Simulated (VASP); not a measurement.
Consider the following.

```xyz
2
Lattice="3.6881 -1.8758 0.0049 3.6881 1.8758 0.0049 2.7298 0.0000 3.1094" Properties=species:S:1:pos:R:3 pbc="T T T"
As     2.2931     0.0000     0.7078
As     7.8129     0.0000     2.4114
```

The numbers are results of optB88-vdW, VASP's PBE PAW potentials (set 64) (plane waves; VASP), not measurements. Run with 520 eV cut-off, 12×12×12 Γ-centred mesh, first-order Methfessel-Paxton smearing of 0.10 eV, potentials As.

**Question.** The ions and cell shape at fixed volume are relaxed. What does this cell relax into?

**Answer.** 
```xyz
2
Lattice="3.6004 -1.9020 -0.0380 3.6004 1.9020 -0.0380 2.6288 0.0000 3.1099" Properties=species:S:1:pos:R:3 pbc="T T T"
As     2.2589     0.0000     0.6972
As     7.5706     0.0000     2.3367
```
Space group R-3m (166), at a tolerance of 0.03 Å.

**Question.** How much energy does the relaxation gain?

**Answer.** The energy (σ→0) changes by -8.6 meV/atom, in 5 ionic steps.

The compound is As in the a7 structure. This cell is one point of a volume scan, at 0.94 of the reference volume. Symmetry was kept, so distortions that lower it aren't found.
